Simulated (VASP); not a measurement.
Output of a VASP run:

OUTCAR:
```
 ion  position               nearest neighbor table
   1  0.000  0.000  0.000-   2 3.18   2 3.18   2 3.18   2 3.18   2 3.18   2 3.18
   2  0.500  0.500  0.500-   1 3.18   1 3.18   1 3.18   1 3.18   1 3.18   1 3.18
  LATTYP: Found a face centered cubic cell.
 ALAT       =     6.3698840000
 Subroutine PRICEL returns:
 Original cell was already a primitive cell.
 Subroutine GETGRP returns: Found 48 space group operations
The static configuration has the point symmetry O_h .
The dynamic configuration has the point symmetry O_h .
 Subroutine INISYM returns: Found 48 space group operations
 Subroutine IBZKPT returns following result:
 Found     16 irreducible k-points:

 Following reciprocal coordinates:
            Coordinates               Weight
  0.000000  0.000000  0.000000      1.000000
  0.166667  0.000000  0.000000      8.000000
  0.333333  0.000000  0.000000      8.000000
  0.500000  0.000000  0.000000      4.000000
  0.166667  0.166667  0.000000      6.000000
  0.333333  0.166667  0.000000     24.000000
  0.500000  0.166667  0.000000     24.000000
 -0.333333  0.166667  0.000000     24.000000
 -0.166667  0.166667  0.000000     12.000000
  0.333333  0.333333  0.000000      6.000000
  0.500000  0.333333  0.000000     24.000000
 -0.333333  0.333333  0.000000     12.000000
  0.500000  0.500000  0.000000      3.000000
  0.500000  0.333333  0.166667     24.000000
 -0.333333  0.333333  0.166667     24.000000
 -0.333333  0.500000  0.166667     12.000000
   k-points           NKPTS =     16   k-points in BZ     NKDIM =     16   number of bands    NBANDS=     12
   number of dos      NEDOS =    301   number of ions     NIONS =      2
   total plane-waves  NPLWV =  21952
   dimension x,y,z NGX =    28 NGY =   28 NGZ =   28
   dimension x,y,z NGXF=    56 NGYF=   56 NGZF=   56
   ions per type =               1   1
   PREC   = accura    normal or accurate (medium, high low for compatibility)
   ISTART =      0    job   : 0-new  1-cont  2-samecut
   ICHARG =      2    charge: 1-file 2-atom 10-const
   ISPIN  =      1    spin polarized calculation?
   LNONCOLLINEAR =      F non collinear calculations
   LSORBIT =      F    spin-orbit coupling
   INIWAV =      1    electr: 0-lowe 1-rand  2-diag
   ENCUT  =  300.0 eV  22.05 Ry    4.70 a.u.   6.36  6.36  6.36*2*pi/ulx,y,z
   NELM   =    100;   NELMIN=  2; NELMDL= -5     # of ELM steps
   EDIFF  = 0.1E-05   stopping-criterion for ELM
   LREAL  =      F    real-space projection
   NLSPLINE    = F    spline interpolate recip. space projectors
   LMAXMIX     =    2 max onsite mixed and CHGCAR
   VOSKOWN=      0    Vosko Wilk Nusair interpolation
   EDIFFG = 0.1E-04   stopping-criterion for IOM
   NSW    =      0    number of steps for IOM
   NBLOCK =      1;   KBLOCK =      1    inner block; outer block
   IBRION =     -1    ionic relax: 0-MD 1-quasi-New 2-CG
   NFREE  =      0    steps in history (QN), initial steepest desc. (CG)
   ISIF   =      2    stress and relaxation
   ISYM   =      2    0-nonsym 1-usesym 2-fastsym
   TEIN   =    0.0    initial temperature
   TEBEG  =    0.0;   TEEND  =   0.0 temperature during run
   SMASS  =  -3.00    Nose mass-parameter (am)
   PSTRESS=    0.0 pullay stress
   NELECT =      16.0000    total number of electrons
   EFERMI =   0.00;   METHOD = LEGACY
   ISMEAR =    -1;   SIGMA  =   0.05  broadening in eV -4-tet -1-fermi 0-gaus
   IALGO  =     38    algorithm
   LDIAG  =      T    sub-space diagonalisation (order eigenvalues)
   IMIX   =      4    mixing-type and parameters
     AMIX     =   0.40;   BMIX     =  1.00
     AMIX_MAG =   1.60;   BMIX_MAG =  1.00
     AMIN     =   0.10
   GGA     = PE    functional components
   VOSKOWN =     0    Vosko Wilk Nusair interpolation
   LHFCALC =     F    Hartree Fock is set to
   LHFONE  =     F    Hartree Fock one center treatment
   AEXX    =    0.0000 exact exchange contribution
   IVDW    =     0    specifies the selected vdW correction
   LEPSILON=     F    determine dielectric tensor
   LRPA    =     F    only Hartree local field effects (RPA)
...
```

OSZICAR:
```
       N       E                     dE             d eps       ncg     rms          rms(c)
DAV:   1     0.754786512210E+02    0.75479E+02   -0.53558E+03   384   0.770E+02
DAV:   2    -0.334001534812E+01   -0.78819E+02   -0.74450E+02   528   0.221E+02
DAV:   3    -0.700845324727E+01   -0.36684E+01   -0.36577E+01   496   0.451E+01
DAV:   4    -0.711042426518E+01   -0.10197E+00   -0.10188E+00   624   0.703E+00
DAV:   5    -0.711136215169E+01   -0.93789E-03   -0.93783E-03   496   0.700E-01    0.333E+00
DAV:   6    -0.681074712388E+01    0.30062E+00   -0.55993E-01   476   0.401E+00    0.274E+00
DAV:   7    -0.679420073661E+01    0.16546E-01   -0.13764E-01   484   0.216E+00    0.157E+00
DAV:   8    -0.680728312464E+01   -0.13082E-01   -0.20746E-02   536   0.116E+00    0.177E-01
DAV:   9    -0.680822954194E+01   -0.94642E-03   -0.14625E-03   504   0.250E-01    0.105E-01
DAV:  10    -0.680892984082E+01   -0.70030E-03   -0.69658E-04   432   0.198E-01    0.143E-02
DAV:  11    -0.680894073612E+01   -0.10895E-04   -0.21890E-05   532   0.304E-02    0.687E-03
DAV:  12    -0.680894460699E+01   -0.38709E-05   -0.55325E-06   480   0.166E-02    0.340E-03
DAV:  13    -0.680894473803E+01   -0.13105E-06   -0.51051E-07   388   0.581E-03
   1 F= -.68089447E+01 E0= -.68089447E+01  d E =-.211283E-10
```

**OUTCAR**
```
------------------------ aborting loop because EDIFF is reached ----------------------------------------
  FORCE on cell =-STRESS in cart. coord.  units (eV):
  Direction    XX          YY          ZZ          XY          YZ          ZX
  --------------------------------------------------------------------------------------
  Total       -0.0707585     -0.0707585     -0.0707585      0.0000000      0.0000000      0.0000000
  in kB       -1.7545044     -1.7545044     -1.7545044      0.0000000      0.0000000      0.0000000
  external PRESSURE =      -1.7545044 kB  Pullay stress =       0.0000000 kB
  volume of cell :       64.62
      direct lattice vectors                 reciprocal lattice vectors
     0.000000000  3.184942000  3.184942000    -0.156988730  0.156988730  0.156988730
     3.184942000  0.000000000  3.184942000     0.156988730 -0.156988730  0.156988730
     3.184942000  3.184942000  0.000000000     0.156988730  0.156988730 -0.156988730
  FREE ENERGIE OF THE ION-ELECTRON SYSTEM (eV)
  ---------------------------------------------------
  free  energy   TOTEN  =        -6.8089447380 eV

  energy  without entropy=       -6.8089447380  energy(sigma->0) =       -6.80894474
```
(Selected blocks of OUTCAR.)

### POSCAR
```
KCl
1
    0.0000000000     3.1849420000     3.1849420000
    3.1849420000     0.0000000000     3.1849420000
    3.1849420000     3.1849420000     0.0000000000
K Cl
1 1
Direct
  0.0000000000   0.0000000000   0.0000000000
  0.5000000000   0.5000000000   0.5000000000
```

### Question
Write an INCAR and KPOINTS that could have produced this output.

### Answer
This is not unique; one that fits is the input of the run itself, PBE GGA, plane waves, VASP's PBE PAW potentials (set 64).

### INCAR
```
SYSTEM = KCl
PREC = Accurate
ENCUT = 300
EDIFF = 1E-6
NELM = 100
ALGO = Normal
LREAL = .FALSE.
LASPH = .TRUE.
ISMEAR = -1
SIGMA = 0.05
GGA = PE
LWAVE = .FALSE.
LCHARG = .FALSE.
ISIF = 2
```

### KPOINTS
```
Automatic mesh
0
Gamma
6 6 6
0 0 0
```

POTCAR, in this order: K_sv Cl (PBE.64 set). Program: vasp_std.

At this cut-off the stress carries a Pulay error, which pulls relaxed volumes low.

The structure is a typed KCl crystal (Fm-3m). The cell was not relaxed at this level. The run is one of a series of settings (KPOINTS 6×6×6 Γ-centred mesh against the base run), some of them coarse on purpose.
